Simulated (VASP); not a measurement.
These are LDA (Ceperley-Alder, Perdew-Zunger) with spin-orbit coupling, VASP's LDA PAW potentials (set 64) (plane waves; VASP) values and carry that method's errors.

A VASP calculation is set up with these files.

File KPOINTS_OPT:
```
k-points along high-symmetry lines
8
Line-mode
Reciprocal
  0.000000   0.000000   0.000000 ! GAMMA
  0.500000   0.000000   0.500000 ! X

  0.500000   0.000000   0.500000 ! X
  0.625000   0.250000   0.625000 ! U

  0.375000   0.375000   0.750000 ! K
  0.000000   0.000000   0.000000 ! GAMMA

  0.000000   0.000000   0.000000 ! GAMMA
  0.500000   0.500000   0.500000 ! L

  0.500000   0.500000   0.500000 ! L
  0.500000   0.250000   0.750000 ! W

  0.500000   0.250000   0.750000 ! W
  0.500000   0.000000   0.500000 ! X
```

File KPOINTS:
```
Automatic mesh
0
Gamma
7 7 7
0 0 0
```

**POSCAR**
```
PbSe
6.0429420
  0.0000000000   0.4999999937   0.4999999937
  0.4999999937   0.0000000000   0.4999999937
  0.4999999937   0.4999999937   0.0000000000
Pb Se
1 1
Direct
  0.0000000000   0.0000000000   0.0000000000
  0.5000000000   0.5000000000   0.5000000000
```

INCAR:
```
ALGO  =  Normal
EDIFF  =  1E-6
ENCUT  =  400
GGA_COMPAT  =  F
ISMEAR  =  0
LASPH  =  T
LCHARG  =  F
LMAXMIX  =  4
LREAL  =  F
LSORBIT  =  T
LWAVE  =  F
MAGMOM  =  6*0
NELM  =  100
PREC  =  Accurate
SIGMA  =  0.05
SYSTEM  =  PbSe
```

POTCAR, in this order: Pb_d Se (LDA.64 set). Program: vasp_ncl.

What VASP printed:

**OSZICAR**
```
       N       E                     dE             d eps       ncg     rms          rms(c)
DAV:   1     0.187904619853E+03    0.18790E+03   -0.80051E+03  1120   0.122E+03
DAV:   2     0.936221266938E+01   -0.17854E+03   -0.17363E+03  1160   0.363E+02
DAV:   3    -0.935530484581E+01   -0.18718E+02   -0.18310E+02  1452   0.141E+02
DAV:   4    -0.100986074031E+02   -0.74330E+00   -0.74096E+00  1380   0.302E+01
DAV:   5    -0.101243472769E+02   -0.25740E-01   -0.25738E-01  1612   0.563E+00    0.284E+00
DAV:   6    -0.991221687718E+01    0.21213E+00   -0.46882E-01  1524   0.687E+00    0.163E+00
DAV:   7    -0.990810442246E+01    0.41125E-02   -0.10008E-01  1344   0.183E+00    0.925E-01
DAV:   8    -0.990664368038E+01    0.14607E-02   -0.82951E-03  1484   0.114E+00    0.446E-01
DAV:   9    -0.990651868488E+01    0.12500E-03   -0.69127E-04  1296   0.247E-01    0.122E-01
DAV:  10    -0.990638326196E+01    0.13542E-03   -0.84356E-04  1504   0.347E-01    0.271E-02
DAV:  11    -0.990638656528E+01   -0.33033E-05   -0.92594E-05  1216   0.714E-02    0.858E-03
DAV:  12    -0.990638705960E+01   -0.49432E-06   -0.59537E-06  1344   0.294E-02
   1 F= -.99063871E+01 E0= -.99063871E+01  d E =-.852956E-11  mag=     0.0000     0.0000     0.0000
       N       E                     dE             ncg
       N       E                     dE             ncg
       N       E                     dE             ncg
```

### OUTCAR
```
------------------------ aborting loop because EDIFF is reached ----------------------------------------
  FORCE on cell =-STRESS in cart. coord.  units (eV):
  Direction    XX          YY          ZZ          XY          YZ          ZX
  --------------------------------------------------------------------------------------
  Total       -0.1175000     -0.1175000     -0.1175000      0.0000000     -0.0000000      0.0000000
  in kB       -3.4124267     -3.4124267     -3.4124267      0.0000000     -0.0000000      0.0000000
  external PRESSURE =      -3.4124267 kB  Pullay stress =       0.0000000 kB
  volume of cell :       55.17
      direct lattice vectors                 reciprocal lattice vectors
     0.000000000  3.021470962  3.021470962    -0.165482312  0.165482312  0.165482312
     3.021470962  0.000000000  3.021470962     0.165482312 -0.165482312  0.165482312
     3.021470962  3.021470962  0.000000000     0.165482312  0.165482312 -0.165482312
  FREE ENERGIE OF THE ION-ELECTRON SYSTEM (eV)
  ---------------------------------------------------
  free  energy   TOTEN  =        -9.9063870596 eV

  energy  without entropy=       -9.9063870596  energy(sigma->0) =       -9.90638706

 Ion:    1  E_soc:     -0.8840426

 Ion:    2  E_soc:     -0.0510188
```
(Selected blocks of OUTCAR.)

The compound is PbSe in the rock salt structure. It was relaxed first.
